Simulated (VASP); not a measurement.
```
CELL_PARAMETERS angstrom
      1.82580    -3.16238     0.00000
      1.82580     3.16238     0.00000
      0.00000     0.00000     5.73240
ATOMIC_POSITIONS crystal
  Ho 0.33333 0.66667 0.25000
  Ho 0.66667 0.33333 0.75000
```

The base run (VASP): PBE GGA, plane waves, VASP's PBE PAW potentials (set 64). Run with 400 eV cut-off, 10×10×6 Γ-centred mesh, first-order Methfessel-Paxton smearing of 0.10 eV, potentials Ho_3.

The 4f electrons are frozen in the core of the lanthanide potential, so 4f levels, which can set the real gap, and their magnetism are missing.

One setting is varied; ΔE counts from the base run. The base run took about 10 core-seconds. Costs are core time on shared hosts, one run each; read them as rough ratios.

```json
[
 {"setting": "base run", "cost over the base run": "reference", "electronic steps": "11", "ΔE (meV/atom)": "0.0"},
 {"setting": "AMIX = 0.2, BMIX = 0.0001, IMIX = 4", "cost over the base run": "within a factor of 2", "electronic steps": "12", "ΔE (meV/atom)": "0.0"},
 {"setting": "AMIX = 0.1, BMIX = 1.0, IMIX = 4", "cost over the base run": "within a factor of 2", "electronic steps": "13", "ΔE (meV/atom)": "0.0"},
 {"setting": "AMIX = 0.05, BMIX = 0.0001, IMIX = 4", "cost over the base run": "within a factor of 2", "electronic steps": "14", "ΔE (meV/atom)": "0.0"},
 {"setting": "AMIX = 1.0, BMIX = 3.0, IMIX = 1", "cost over the base run": "within a factor of 2", "electronic steps": "14", "ΔE (meV/atom)": "0.0"},
 {"setting": "AMIX = 0.2, BMIX = 3.0, IMIX = 1", "cost over the base run": "about 3 times", "electronic steps": "49", "ΔE (meV/atom)": "0.0"}
]
```

Left out are runs that failed, have no time on record or changed the cell.

The compound is Ho in the hcp structure. The cell was not relaxed at this level.
